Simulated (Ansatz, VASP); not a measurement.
## Cross-check of SnSe2 between VASP and Ansatz

Wanted: the spread between two codes on one cell, functional and k mesh. The cell is taken from a series of runs on this material, whose earlier steps may have relaxed, scaled, displaced or heated it; both programs get it as it stands.

Main program and level: Ansatz 0.2.0; plane waves, with VASP 6.6.1 beside it; single point at r2SCAN.

## 1. Set-up

It takes space group P-3m1 (No. 164, trigonal). Conventional cell: a = 3.811 Å, b = 3.811 Å, c = 6.136 Å, α = 90.00°, β = 90.00°, γ = 120.00°. Sn has 6 Se at 2.71 Å nearest. Se has 3 Sn at 2.71 Å nearest. Farther neighbours and most contacts between anions are not listed.

Coordinates:

```
Sn Se
1.0
     3.81100    0.00000    0.00000
    -1.90550    3.30042    0.00000
     0.00000    0.00000    6.13600
Sn Se
1 2
Direct
  0.00000 0.00000 0.00000
  0.33333 0.66667 0.25884
  0.66667 0.33333 0.74116
```

## 2. VASP: single point, r2SCAN, pair 1

With cell and atoms fixed, the geometry can't cause a difference; cores, projectors, grids and the points listed under the comparison can.

Lines of VASP's logs that name or quote its potential files are left out, and so is its time.

Contents of INCAR:

```
SYSTEM = SnSe2
PREC = Accurate
ENCUT = 550
EDIFF = 1E-06
NELM = 120
ISMEAR = 0
SIGMA = 0.01
LREAL = .FALSE.
ALGO = Normal
METAGGA = R2SCAN
LASPH = .TRUE.
NBANDS = 19
LORBIT = 11
LWAVE = .FALSE.
LCHARG = .FALSE.
ISIF = 2
GGA_COMPAT = .FALSE.
EFERMI = MIDGAP
LMIXTAU = .TRUE.
KPAR = 2
```

Contents of POSCAR:

```
SnSe2
1.0
    3.8110001075      0.0000000000      0.0000000000
   -1.9055000537      3.3004229069      0.0000000000
    0.0000000000      0.0000000000      6.1360000000
Sn Se
1 2
Direct
    0.0000000000      0.0000000000      0.0000000000
    0.3333333333      0.6666666667      0.2588430553
    0.6666666667      0.3333333333      0.7411569447
```

Contents of KPOINTS:

```
Automatic mesh
0
Gamma
9 9 6
0 0 0
```

The projector-augmented-wave data sets are Sn_d and Se (PBE family, release 64).

On the command line:

```bash
> mpirun -np 2 vasp_std
```

Numbers of over 12 decimals in the logs are rounded to 6 here.

What it wrote:

```text
[banner, memory and clock lines left out]
running    2 mpi-ranks, on    1 nodes
 distrk:  each k-point on    1 cores,    2 groups
 distr:  one band on    1 cores,    1 groups

 POSCAR found type information on POSCAR SnSe
 POSCAR found :  2 types and       3 ions
|                                                                             |
|               ----> ADVICE to this user running VASP <----                  |
|                                                                             |
|     You enforced a specific xc type in the INCAR file but a different       |
|     [... a line on the potential file left out ...]
|     I HOPE YOU KNOW WHAT YOU ARE DOING!                                     |
|                                                                             |

 LDA part: xc-table for (None), standard interpolation
 POSCAR, INCAR and KPOINTS ok, starting setup
 FFT: planning ... GRIDC
 FFT: planning ... GRID_SOFT
 FFT: planning ... GRID
 WAVECAR not read
 entering main loop
       N       E                     dE             d eps       ncg     rms          rms(c)
DAV:   1     0.167676489703E+03    0.16768E+03   -0.13017E+04  2381   0.166E+03
DAV:   2    -0.344591537224E+02   -0.20214E+03   -0.19565E+03  2507   0.411E+02
DAV:   3    -0.582045469141E+02   -0.23745E+02   -0.23070E+02  2896   0.122E+02
DAV:   4    -0.590381820820E+02   -0.83364E+00   -0.83197E+00  2812   0.236E+01
DAV:   5    -0.590578362167E+02   -0.19654E-01   -0.19652E-01  3252   0.380E+00    0.584E+00
DAV:   6    -0.564038507337E+02    0.26540E+01   -0.15875E+00  3025   0.189E+01    0.394E+00
DAV:   7    -0.537244038701E+02    0.26794E+01   -0.74288E-01  2491   0.579E+00    0.140E+00
DAV:   8    -0.545381883307E+02   -0.81378E+00   -0.61101E-01  2416   0.584E+00    0.610E-01
DAV:   9    -0.545105067189E+02    0.27682E-01   -0.15126E-01  2461   0.296E+00    0.379E-01
DAV:  10    -0.545717361862E+02   -0.61229E-01   -0.21917E-02  2410   0.117E+00    0.258E-01
DAV:  11    -0.546055584251E+02   -0.33822E-01   -0.55009E-02  2410   0.192E+00    0.162E-01
DAV:  12    -0.546062096411E+02   -0.65122E-03   -0.46431E-03  2643   0.531E-01    0.117E-01
DAV:  13    -0.546072437319E+02   -0.10341E-02   -0.34045E-04  2533   0.180E-01    0.823E-02
DAV:  14    -0.546087224639E+02   -0.14787E-02   -0.15370E-03  2362   0.367E-01    0.257E-02
DAV:  15    -0.546088646841E+02   -0.14222E-03   -0.31622E-04  2443   0.162E-01    0.235E-02
DAV:  16    -0.546088308128E+02    0.33871E-04   -0.13923E-04  2482   0.106E-01    0.243E-02
DAV:  17    -0.546088495108E+02   -0.18698E-04   -0.77979E-06  2656   0.206E-02    0.197E-02
DAV:  18    -0.546088457392E+02    0.37716E-05   -0.72000E-07  1585   0.933E-03    0.223E-02
DAV:  19    -0.546088876962E+02   -0.41957E-04   -0.63870E-05  2368   0.745E-02    0.111E-02
DAV:  20    -0.546088874044E+02    0.29181E-06   -0.38514E-06  2560   0.140E-02
   1 F= -.54608887E+02 E0= -.54608887E+02  d E =0.000000E+00
```

Parts of OUTCAR (step 2):

```text
ion  position               nearest neighbor table
   1  0.000  0.000  0.000-   2 2.71   3 2.71   2 2.71   3 2.71   3 2.71   2 2.71
   2  0.333  0.667  0.259-   1 2.71   1 2.71   1 2.71
   3  0.667  0.333  0.741-   1 2.71   1 2.71   1 2.71

  LATTYP: Found a hexagonal cell.
 ALAT       =     3.8110001075
 C/A-ratio  =     1.6100760501

 Subroutine GETGRP returns: Found 12 space group operations
 (whereof 12 operations were pure point group operations)

The static configuration has the point symmetry D_3d.

 Found     62 irreducible k-points:

   k-points           NKPTS =     62   k-points in BZ     NKDIM =     62   number of bands    NBANDS=     19

   dimension x,y,z NGX =    30 NGY =   30 NGZ =   48
   dimension x,y,z NGXF=    60 NGYF=   60 NGZF=   96

   ENCUT  =  550.0 eV  40.42 Ry    6.36 a.u.   7.29  7.29 11.73*2*pi/ulx,y,z

   NELECT =      26.0000    total number of electrons

 k-points in reciprocal lattice and weights: Automatic mesh
   0.00000000  0.00000000  0.00000000       0.002
   0.11111111  0.00000000  0.00000000       0.012
   0.22222222 -0.00000000  0.00000000       0.012
   0.33333333 -0.00000000  0.00000000       0.012
   0.44444444 -0.00000000  0.00000000       0.012
   0.11111111  0.11111111  0.00000000       0.012
   0.22222222  0.11111111  0.00000000       0.025
   0.33333333  0.11111111  0.00000000       0.025
   0.44444444  0.11111111  0.00000000       0.012
[...]
0.33333333  0.22222222  0.50000000       0.025
   0.33333333  0.33333333  0.50000000       0.004

 average (electrostatic) potential at core
       1-108.3803       2 -57.8133       3 -57.8133

 E-fermi :   4.3420

 k-point     1 :       0.0000    0.0000    0.0000
  band No.  band energies     occupation
    ...
      9       3.3298      2.00000
     10       3.3298      2.00000
     11       3.5707      2.00000
     12       3.5707      2.00000
     13       3.8194      2.00000
     14       5.3325      0.00000
     15       7.5212      0.00000
     16       8.9930      0.00000
     17       8.9930      0.00000
     18      12.6279      0.00000
    ...

 k-point     2 :       0.1111    0.0000    0.0000
  band No.  band energies     occupation
    ...
      9       2.0946      2.00000
     10       2.8314      2.00000
     11       2.9479      2.00000
     12       3.8040      2.00000
     13       3.8966      2.00000
     14       6.1740      0.00000
     15       8.0916      0.00000
     16       8.7480      0.00000
     17       9.2081      0.00000
     18      12.3090      0.00000
    ...

 k-point     3 :       0.2222   -0.0000    0.0000
  band No.  band energies     occupation
    ...
      9       0.6055      2.00000
     10       1.8115      2.00000
     11       2.1797      2.00000
     12       3.7341      2.00000
     13       3.8375      2.00000
     14       6.3249      0.00000
     15       8.2599      0.00000
     16       9.5564      0.00000
     17       9.7505      0.00000
     18      11.1107      0.00000
    ...

  Total        0.7393274      0.7393274      0.4212816      0.0000000      0.0000000     -0.0000000
  in kB       15.3480594     15.3480594      8.7455913      0.0000000      0.0000000     -0.0000000
  external PRESSURE =      13.1472367 kB  Pullay stress =       0.0000000 kB

  energy-cutoff  :      550.00
  volume of cell :       77.18
      direct lattice vectors                 reciprocal lattice vectors
     3.811000107  0.000000000  0.000000000     0.262398313  0.151495737  0.000000000
    -1.905500054  3.300422907  0.000000000     0.000000000  0.302991474  0.000000000
     0.000000000  0.000000000  6.136000000     0.000000000  0.000000000  0.162972621

 POSITION                                       TOTAL-FORCE (eV/Angst)
 -----------------------------------------------------------------------------------
      0.00000      0.00000      0.00000        -0.000000      0.000000      0.000000
     -0.00000      2.20028      1.58826        -0.000000     -0.000000     -0.136638
      1.90550      1.10014      4.54774         0.000000      0.000000      0.136638
 -----------------------------------------------------------------------------------
    total drift:                                0.000000      0.000000      0.000000

  FREE ENERGIE OF THE ION-ELECTRON SYSTEM (eV)
  ---------------------------------------------------
  free  energy   TOTEN  =       -54.6088874044 eV

  energy  without entropy=      -54.6088874044  energy(sigma->0) =      -54.60888740

 total charge
# of ion       s       p       d       tot
------------------------------------------
    1        1.021   1.049  10.105  12.175
    2        1.482   2.358   0.028   3.869
    3        1.482   2.358   0.028   3.869
--------------------------------------------------
tot          3.986   5.766  10.162  19.913

[... 3 further parts left out ...]
```

The run ends at a pressure of 1.31 GPa, with forces up to 0.14 eV/Å.

## 3. Ansatz: single point, r2SCAN, pair 1

Ansatz runs on its default PAW (the set named soft_2) files.

The same cell, functional, mesh and smearing now go to Ansatz, which takes its cutoff from its data sets.

Contents of input.yaml:

```yaml
crystal:
  lattice:
    - [3.8110001075, 0.0, 0.0]
    - [-1.9055000537, 3.3004229069, 0.0]
    - [0.0, 0.0, 6.136]
  atoms:
    - { symbol: Sn, position: [0.0, 0.0, 0.0] }
    - { symbol: Se, position: [0.3333333333, 0.6666666667, 0.2588430553] }
    - { symbol: Se, position: [0.6666666667, 0.3333333333, 0.7411569447] }
kpoints:
  mp_grid: { grid: [9, 9, 6] }
hamiltonian:
  xc: r2scan
scf:
  occupations: { method: gaussian, width: 0.01 }
output:
  forces: true
  stress: true
  eigenvalues: true
  populations: true
```

On the command line:

```bash
> ansatz run input.yaml --threads 4 --pin off --max-ram 9216MiB --backend cpu --events-out ev --progress --plain --runs-dir out
```

What it wrote:

```text
Engine: ansatz 0.2.0, aarch64-unknown-linux-gnu
Pseudopotentials: kind: paw
Pseudopotential: Sn, paw, valence charge 14, recommended cutoff 500 eV (meta_gga), Sn.paw.azcp
Pseudopotential: Se, paw, valence charge 16, recommended cutoff 500 eV (meta_gga), Se.paw.azcp
Functional definition: r2SCAN
  parameter k0 = 0.174
  parameter k1 = 0.065
  parameter a1 = 4.9479
  exchange = r2scan_x(k0 = k0, k1 = k1, a1 = a1)
  correlation = r2scan_c
Crystal: 3 atoms, lattice volume = 77.178 Å³
Basis set: ecut = 500 eV, 1949 PW (Γ), exchange–correlation on 120×120×180 points (64 copies of the dense FFT grid, shifted against one another)
Bands: 28, of which v1, the nominal top of the filled ones, is band 23 counted from 1 (22 counted from 0)
Symmetry: 12 space group operations
Space group: P-3m1 (ITA 164), of the structure as read, at distance tolerance 4.3e-5 Å
k-points: 62 of 486
Non-local potential: Sn, projectors of the file, l = 0: 2, l = 1: 2, l = 2: 2, l = 3: 2
Non-local potential: Se, projectors of the file, l = 0: 2, l = 1: 2, l = 2: 3, l = 3: 1
PAW form: soft (Blöchl's): semilocal exchange-correlation on the pseudo side does not see the compensation charge
PAW frozen core: Sn, regenerated for the run's functional (the file was generated under x = pbe(κ = 0.804, μ = 0.219515), c = pbe(β = 0.066725))
PAW frozen core: Se, regenerated for the run's functional (the file was generated under x = pbe(κ = 0.804, μ = 0.219515), c = pbe(β = 0.066725))
PAW one-centre angular grid: Sn, 590 points (default); XC on 249 of its mesh's 2787 points in the sphere
PAW one-centre angular grid: Se, 590 points (default); XC on 160 Gauss nodes
Initial density: superposition of atomic densities (neutral atoms: chi_scale 0, normalization atom), corrected by the library's trained network
Initial wavefunctions: pseudopotential atomic-orbital guess
Functional: x = r2scan, c = r2scan; τ floored in thin density (d = 2e-4 eV/Å³)
SCF iter   1: F=—  HF=-16996.128569 eV  |F-HF|=—  |Δ(HF+E_count)|=         —  Δρ=6.70e-3  dr2=5.47e-2  dr2_τ=6.93e-3  ethr=1.77e-3  ⟨swp⟩=6.8  Hψ=7795  notcnv=0
preconditioner: auto → Resta (q_TF=auto, 2.503 Å⁻¹)  ε∞=2.6  [insulator: Δε(μ)=0.885 eV  Ē_g=16.874 eV  σ=0.010 eV  W_gap=1.00  n_scr=22 (ndim 8)  ℏωp=21.6 eV  f_vac=0.057  D(μ)=0.00/eV (n_scr^D=0)  ε∞_Penn≈2.6]
SCF iter   2: F=—  HF=-16996.142419 eV  |F-HF|=—  |Δ(HF+E_count)|=   1.38e-2  Δρ=3.06e-3  dr2=5.20e-3  dr2_τ=2.27e-4  ethr=1.19e-4  ⟨swp⟩=3.5  Hψ=3725  notcnv=0  defer=62
SCF iter   3: F=—  HF=-16996.142820 eV  |F-HF|=—  |Δ(HF+E_count)|=   4.01e-4  Δρ=1.21e-3  dr2=7.85e-4  dr2_τ=1.45e-5  ethr=1.13e-5  ⟨swp⟩=2.9  Hψ=3276  notcnv=0  defer=62
SCF iter   4: F=—  HF=-16996.142909 eV  |F-HF|=—  |Δ(HF+E_count)|=   8.92e-5  Δρ=2.25e-4  dr2=2.28e-5  dr2_τ=9.89e-7  ethr=1.71e-6  ⟨swp⟩=2.0  Hψ=2401  notcnv=0  defer=62
SCF iter   5: F=—  HF=-16996.142918 eV  |F-HF|=—  |Δ(HF+E_count)|=   9.42e-6  Δρ=6.87e-5  dr2=2.38e-6  dr2_τ=6.29e-8  ethr=4.96e-8  ⟨swp⟩=2.0  Hψ=2992  notcnv=0  defer=62
SCF iter   6: F=-16996.142920 eV  HF=-16996.142920 eV  |F-HF|=1.65e-8  |Δ(HF+E_count)|=   1.66e-6  Δρ=7.76e-6  dr2=4.96e-8  dr2_τ=7.24e-10  ethr=2.17e-10  ⟨swp⟩=8.5  Hψ=8460  notcnv=0
SCF 1 converged in 6 iterations: F = -16996.142920 eV  dr2 = 4.96e-8
  greatest PAW one-centre occupation: 1.000 electrons in one spin orbital (limit 2), on the Se atom at site 2 (counted from 0), in its partial waves of l = 2
SCF converged after 6 iterations
Free energy (F): -16996.142920 eV
Harris-Foulkes:  -16996.142920 eV  (|F-HF|=1.65e-8)
Internal energy: -16996.142920 eV  (E = F + TS)
E sigma→0 (E₀):  -16996.142920 eV
Fermi energy:    8.289087 eV
--- Per-component energies (eV) ---
  E_band       = -893.697271
  E_kinetic    = 424.878209
  E_local      = -5966.810409  (includes V_loc(G=0)·N_el)
  E_nonlocal   = -1221.984808
  E_hartree    = 3063.100475
  E_xc         = -569.806123
  E_vxc        = -313.995408  (∫ρ·V_xc dr)
  E_paw        = -8014.852419  (= ΣΔE_a)
  E_vpaw       = 41.357911  (= ΣTr[D̂ρ^β])
  E_aug_tail   = -0.000419  (compensation charges beyond the density's cutoff)
  E_vtau       = 16.663433  (kinetic-family band-sum trace: ∫τ·v_τ [+ j·A + Jᵃ·Aᵃ] dr)
  E_ewald      = -4707.873204
  E_core_change = -2.794221  (= ΣΔE_core)
  E_smearing   = -0.000000  (= −TS)
  E_closure    = -0.000000  (closes the sum)
  Σ components = -16996.142920   (vs F -16996.142920, Δ=0.00e0)
--- Forces (eV/Å), atoms counted from 1 ---
  atom   1  Sn     0.00000000    -0.00000000    -0.00000000
  atom   2  Se    -0.00000000    -0.00000000    -0.15041824
  atom   3  Se     0.00000000     0.00000000     0.15041824
  max |Σ_I F_I| component: 2.78e-17 eV/Å
--- Stress (GPa, compression-positive) ---
        1.487159       0.000000      -0.000000
        0.000000       1.487159      -0.000000
        0.000000      -0.000000       0.837167
  P = ⅓ Tr σ = 1.2705 GPa (12.705 kbar)
--- Band table (eV; the first three rows and the last of 62) ---
  k-point 0: bands = [... 19 lower, 7.2815, 7.5203, 7.5203, 7.7645, 9.2853, 11.4707, 12.9401, 12.9401, ... 1 higher]
  k-point 1: bands = [... 19 lower, 7.2348, 7.2348, 7.5843, 7.5843, 9.8227, 11.4700, 12.8573, 12.8573, ... 1 higher]
  k-point 2: bands = [... 19 lower, 7.1740, 7.1740, 7.6807, 7.6807, 10.4957, 11.4416, 12.6998, 12.6998, ... 1 higher]
  k-point 61: bands = [... 19 lower, 3.6207, 4.0690, 7.4609, 7.4609, 10.4805, 12.7629, 12.7629, 14.2701, ... 1 higher]
--- Löwdin populations: 3 sites ---
  site symbol       q [e]
     0     Sn     13.2874
     1     Se     16.2907
     2     Se     16.2907
  spilling = 0.002854 (of n_electrons = 46.000000)
```

The run ends at a pressure of 1.27 GPa, with forces up to 0.15 eV/Å.

## 4. Comparison

Known differences besides the potentials themselves: VASP keeps PBE cores, Ansatz makes them for the functional; the data sets hold 46 valence electrons in Ansatz (on its default PAW (the set named soft_2) files) and 26 in VASP; the cutoff is 500 eV in Ansatz and 550 eV in VASP. Total energies have different zeros and are not compared.

The two programs side by side:

| quantity | Ansatz | VASP | difference |
| --- | --- | --- | --- |
| pressure (GPa) | 1.27 | 1.31 | -0.04 |
| gap on the k mesh (eV) | 0.838 | 0.839 | -0.001 |

Forces (eV/Å; atoms numbered as in POSCAR):

| atom | Ansatz x, y, z | VASP x, y, z |
| --- | --- | --- |
| Sn1 | 0.000, 0.000, 0.000 | 0.000, 0.000, 0.000 |
| Se2 | 0.000, 0.000, -0.150 | 0.000, 0.000, -0.137 |
| Se3 | 0.000, 0.000, 0.150 | 0.000, 0.000, 0.137 |

The forces differ by 6.5 meV/Å r.m.s., which is 10.1 % of the r.m.s. force of 0.064 eV/Å (both taken over all components). A gap on the mesh is an upper bound, since the band edges may lie between its points.

[end of part 1 of 2]

[Lines on the potential files, build, host, timing and source positions are cut from VASP's logs without a mark.]

[Logs are printed without paths, hosts, clocks, repeated set-up lines and the standing remarks that a program may print on its own settings, such as how far it seeks lower states.]

[Hosts, paths, dates, database ids (printed as entryN), source tags and the programs' standing remarks are cut or masked in the printed files.]
